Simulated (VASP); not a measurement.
Level of theory: PBE GGA with D4 dispersion, VASP's PBE PAW potentials (set 64) (plane waves; VASP).

VASP ran on this input.

POSCAR:
```
Hf
10.0790230
  0.1580388182  -0.2737312589   0.0000000000
  0.1580388182   0.2737312589   0.0000000000
  0.0000000000   0.0000000000   0.5000000125
Hf
2
Cartesian
  0.1580388182   0.0912439355   0.1250000031
  0.1580388182  -0.0912439355   0.3750000094
```

**INCAR**
```
# general
SYSTEM  = Hf
PREC    = Accurate
ENCUT   = 520
LREAL   = .False.
LASPH   = .True.   # aspherical one-centre terms

# electronic loop
EDIFF   = 1E-7   # SCF stop (eV)
NELM    = 100   # most electronic steps
ALGO    = Normal   # blocked Davidson
LMAXMIX = 6

# smearing
ISMEAR  = -5   # tetrahedra, Bloechl

# functional
GGA     = PE
IVDW    = 13

# ions
ISIF    = 2

# output
LWAVE   = .False.
LCHARG  = .True.
LORBIT  = 11
NEDOS   = 601   # DOS grid
```

File KPOINTS:
```
kpoints
0
Gamma
15 15 8
```

POTCAR, in this order: Hf_pv (PBE.64 set). Program: vasp_std.

The run wrote:

### OUTCAR
```
 ion  position               nearest neighbor table
   1  0.333  0.667  0.250-   2 3.12   2 3.12   2 3.12   2 3.12   2 3.12   2 3.12
   2  0.667  0.333  0.750-   1 3.12   1 3.12   1 3.12   1 3.12   1 3.12   1 3.12
  LATTYP: Found a hexagonal cell.
 ALAT       =     3.1857537344
 C/A-ratio  =     1.5818898906
 Subroutine PRICEL returns:
 Original cell was already a primitive cell.
 Subroutine GETGRP returns: Found 24 space group operations
The static configuration has the point symmetry D_3d.
 The point group associated with its full space group is D_6h.
The dynamic configuration has the point symmetry D_3d.
 Subroutine INISYM returns: Found 24 space group operations
 Subroutine IBZKPT returns following result:
 Found    135 irreducible k-points:

 Following reciprocal coordinates:
            Coordinates               Weight
  0.000000  0.000000  0.000000      1.000000
  0.066667  0.000000  0.000000      6.000000
  0.133333 -0.000000  0.000000      6.000000
  0.200000  0.000000  0.000000      6.000000
  0.266667 -0.000000  0.000000      6.000000
  0.333333  0.000000  0.000000      6.000000
  0.400000 -0.000000  0.000000      6.000000
  0.466667  0.000000  0.000000      6.000000
  0.066667  0.066667  0.000000      6.000000
  0.133333  0.066667  0.000000     12.000000
  0.200000  0.066667  0.000000     12.000000
  0.266667  0.066667  0.000000     12.000000
  0.333333  0.066667  0.000000     12.000000
  0.400000  0.066667  0.000000     12.000000
  0.466667  0.066667  0.000000      6.000000
  0.133333  0.133333  0.000000      6.000000
  0.200000  0.133333  0.000000     12.000000
  0.266667  0.133333  0.000000     12.000000
  0.333333  0.133333  0.000000     12.000000
  0.400000  0.133333  0.000000     12.000000
  0.200000  0.200000  0.000000      6.000000
  0.266667  0.200000  0.000000     12.000000
  0.333333  0.200000  0.000000     12.000000
  0.400000  0.200000  0.000000      6.000000
  0.266667  0.266667  0.000000      6.000000
  0.333333  0.266667  0.000000     12.000000
  0.333333  0.333333  0.000000      2.000000
  0.000000  0.000000  0.125000      2.000000
  0.066667  0.000000  0.125000     12.000000
  0.133333 -0.000000  0.125000     12.000000
  0.200000  0.000000  0.125000     12.000000
  0.266667 -0.000000  0.125000     12.000000
  0.333333  0.000000  0.125000     12.000000
  0.400000 -0.000000  0.125000     12.000000
  0.466667  0.000000  0.125000     12.000000
  0.066667  0.066667  0.125000     12.000000
  0.133333  0.066667  0.125000     24.000000
  0.200000  0.066667  0.125000     24.000000
  0.266667  0.066667  0.125000     24.000000
  0.333333  0.066667  0.125000     24.000000
   k-points           NKPTS =    135   k-points in BZ     NKDIM =    135   number of bands    NBANDS=     14
   number of dos      NEDOS =    601   number of ions     NIONS =      2
   total plane-waves  NPLWV =  23040
   dimension x,y,z NGX =    24 NGY =   24 NGZ =   40
   dimension x,y,z NGXF=    48 NGYF=   48 NGZF=   80
   ions per type =               2
   PREC   = accura    normal or accurate (medium, high low for compatibility)
   ISTART =      0    job   : 0-new  1-cont  2-samecut
   ICHARG =      2    charge: 1-file 2-atom 10-const
   ISPIN  =      1    spin polarized calculation?
   LNONCOLLINEAR =      F non collinear calculations
   LSORBIT =      F    spin-orbit coupling
   INIWAV =      1    electr: 0-lowe 1-rand  2-diag
   ENCUT  =  520.0 eV  38.22 Ry    6.18 a.u.   5.92  5.92  9.37*2*pi/ulx,y,z
   NELM   =    100;   NELMIN=  2; NELMDL= -5     # of ELM steps
   EDIFF  = 0.1E-06   stopping-criterion for ELM
   LREAL  =      F    real-space projection
...
```

**OSZICAR**
```
       N       E                     dE             d eps       ncg     rms          rms(c)
DAV:   1     0.475734456711E+02    0.47573E+02   -0.11845E+04  3788   0.137E+03
DAV:   2    -0.185166188600E+02   -0.66090E+02   -0.65133E+02  4758   0.269E+02
DAV:   3    -0.205330341887E+02   -0.20164E+01   -0.19904E+01  5106   0.308E+01
DAV:   4    -0.205511628991E+02   -0.18129E-01   -0.18069E-01  4334   0.366E+00
DAV:   5    -0.205514278780E+02   -0.26498E-03   -0.26442E-03  5154   0.362E-01    0.658E+01
DAV:   6    -0.200371147093E+02    0.51431E+00   -0.49260E-01  4008   0.545E+00    0.389E+01
DAV:   7    -0.198569790602E+02    0.18014E+00   -0.82780E-01  4032   0.676E+00    0.198E+00
DAV:   8    -0.198473974119E+02    0.95816E-02   -0.54943E-02  4110   0.180E+00    0.265E-01
DAV:   9    -0.198474976998E+02   -0.10029E-03   -0.11520E-03  5256   0.272E-01    0.210E-01
DAV:  10    -0.198474871411E+02    0.10559E-04   -0.60427E-05  4224   0.628E-02    0.300E-01
DAV:  11    -0.198474894198E+02   -0.22787E-05   -0.85596E-06  4782   0.246E-02    0.169E-02
DAV:  12    -0.198474896649E+02   -0.24512E-06   -0.70176E-07  4852   0.650E-03    0.936E-03
DAV:  13    -0.198474895184E+02    0.14655E-06   -0.27729E-08  2982   0.148E-03    0.343E-03
DAV:  14    -0.198474894420E+02    0.76388E-07   -0.45344E-09  2616   0.671E-04
   1 F= -.20270246E+02 E0= -.20270246E+02  d E =0.000000E+00
```

OUTCAR:
```
------------------------ aborting loop because EDIFF is reached ----------------------------------------
  Edisp (eV):   -0.42276
  FORCE on cell =-STRESS in cart. coord.  units (eV):
  Direction    XX          YY          ZZ          XY          YZ          ZX
  --------------------------------------------------------------------------------------
  Total      -0.02208    -0.02208    -0.01401     0.00000    -0.00000     0.00000
  in kB      -0.79865    -0.79865    -0.50688     0.00000    -0.00000     0.00000
  external pressure =       -0.70 kB  Pullay stress =        0.00 kB
  volume of cell :       44.29
      direct lattice vectors                 reciprocal lattice vectors
     1.592876884 -2.758943655  0.000000000     0.313897455 -0.181228783  0.000000000
     1.592876884  2.758943655  0.000000000     0.313897455  0.181228783  0.000000000
     0.000000000  0.000000000  5.039511626     0.000000000  0.000000000  0.198431926
 POSITION                                       TOTAL-FORCE (eV/Angst)
 -----------------------------------------------------------------------------------
      1.59288      0.91965      1.25988        -0.000000      0.000000      0.000000
      1.59288     -0.91965      3.77963         0.000000     -0.000000      0.000000
 -----------------------------------------------------------------------------------
    total drift:                                0.000000      0.000181     -0.000015
  FREE ENERGIE OF THE ION-ELECTRON SYSTEM (eV)
  ---------------------------------------------------
  free  energy   TOTEN  =       -20.2702457265 eV

  energy  without entropy=      -20.2702457265  energy(sigma->0) =      -20.27024573

 total charge

# of ion       s       p       d       tot
------------------------------------------
    1        0.396   6.392   1.558   8.346
    2        0.396   6.392   1.558   8.346
--------------------------------------------------
tot          0.792  12.784   3.116  16.692
```
(Selected blocks of OUTCAR.)

For a metal the tetrahedron method with Blöchl corrections gives inexact stress and forces.

The compound is Hf in the hcp structure. It was relaxed first.
